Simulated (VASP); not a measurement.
Al3GaSb4: band structure with LDA

Al3GaSb4:

```
CELL_PARAMETERS angstrom
0.00000 -3.07188 -3.07188
3.03202 6.11288 -3.04101
6.06832 -3.05272 3.05272
ATOMIC_POSITIONS crystal
Ga 0.75014 0.50028 0.25039
Al 0.49997 0.99994 0.49940
Al 0.24988 0.49977 0.75044
Al 0.00050 0.00100 0.00133
Sb 0.81225 0.62449 0.93882
Sb 0.56366 0.12732 0.18741
Sb 0.31184 0.62368 0.43532
Sb 0.06176 0.12352 0.68689
```

The cell comes from a database or a generator and needn't be the stable form of this composition.

```
Program                : VASP 6.6.1
Task                   : band structure
Functional             : LDA
Potentials or basis    : VASP PAW LDA potentials, release 64 (Ga_d, Al, Sb)
Cutoff                 : 300 eV
k mesh                 : 4 × 4 × 3
Occupations            : gaussian, width 0.02 eV
Spin                   : no spin polarisation
Further INCAR settings : ALGO = Normal; EDIFF = 1e-06; NBANDS = 31
```

```yaml
Largest_force: 0.006 eV/Å
Band_gap_on_the_k_mesh: 0.67 eV, indirect (least direct gap 0.73 eV)
Band_gap_along_the_path: 0.67 eV, indirect (least direct gap 0.73 eV)
```

Forces in eV/Å, atoms in the order of the input:
```
Ga   0.003  0.003 -0.003
Al  -0.001  0.001 -0.001
Al   0.001  0.000  0.000
Al  -0.002  0.001 -0.001
Sb  -0.001 -0.001  0.001
Sb  -0.001 -0.003  0.003
Sb   0.000 -0.002  0.002
Sb   0.000  0.000  0.000
```

Levels at the corners of the path, in eV from the valence-band top:
```
point  band 19  band 20  band 21  band 22  band 23  band 24
    Γ    -0.07    -0.02     0.00     0.73     1.34     1.67
    Y    -0.64    -0.62    -0.55     0.67     1.04     1.25
    Y    -0.64    -0.62    -0.55     0.67     1.04     1.25
    F    -1.03    -0.88    -0.83     1.28     1.59     2.06
    F    -1.03    -0.88    -0.83     1.28     1.59     2.06
    L    -1.81    -0.71    -0.68     1.42     1.66     2.00
    L    -1.81    -0.71    -0.68     1.42     1.66     2.00
    I    -2.03    -1.28    -1.26     1.17     1.37     1.75
   I1    -2.03    -1.28    -1.26     1.17     1.37     1.75
    Z    -1.09    -1.04    -0.98     1.71     1.90     2.12
    Z    -1.09    -1.04    -0.98     1.71     1.90     2.12
   F1    -1.03    -0.88    -0.83     1.28     1.59     2.06
    Y    -0.64    -0.62    -0.55     0.67     1.04     1.25
   X1    -1.81    -1.47    -1.42     1.65     2.25     2.47
    X    -1.81    -1.47    -1.42     1.65     2.25     2.47
    Γ    -0.07    -0.02     0.00     0.73     1.34     1.67
    Γ    -0.07    -0.02     0.00     0.73     1.34     1.67
    N    -1.76    -1.02    -0.97     0.89     1.10     1.31
    M    -2.34    -1.57    -1.55     2.33     2.48     2.75
    Γ    -0.07    -0.02     0.00     0.73     1.34     1.67
```

It took 4.6 min on 2 MPI ranks on AMD EPYC 7R43 64-Core Processor (Zen 3), with other jobs on the host, peak memory 0.2 GiB a rank.

Caveat: spin-orbit coupling is left out, which moves the levels of the heavy elements.
